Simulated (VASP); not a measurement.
Data:

```
GaN
1.0
    1.58868    -2.75167     0.00000
    1.58868     2.75167     0.00000
    0.00000     0.00000     5.17116
Ga N
2 2
Direct
  0.66667   0.33333   0.50003
  0.33333   0.66667   0.00003
  0.66667   0.33333   0.87697
  0.33333   0.66667   0.37697
```

The numbers are results of RPBE GGA, VASP's PBE PAW potentials (set 64) (plane waves; VASP), not measurements. Numerical set-up: 520 eV cut-off, 8×8×4 Γ-centred mesh, Gaussian smearing of 0.050 eV, potentials Ga_d N.

Task: Estimate the energy per atom (σ→0), pressure.

Result: 
| Quantity | Result |
|---|---|
| energy per atom (σ→0) | -5.648 eV/atom |
| pressure | 11.35 GPa |

Total energies compare only between runs with the same potentials, cut-off and functional.

The compound is GaN in the wurtzite structure. This cell is one point of a volume scan, at 0.94 of the reference volume.
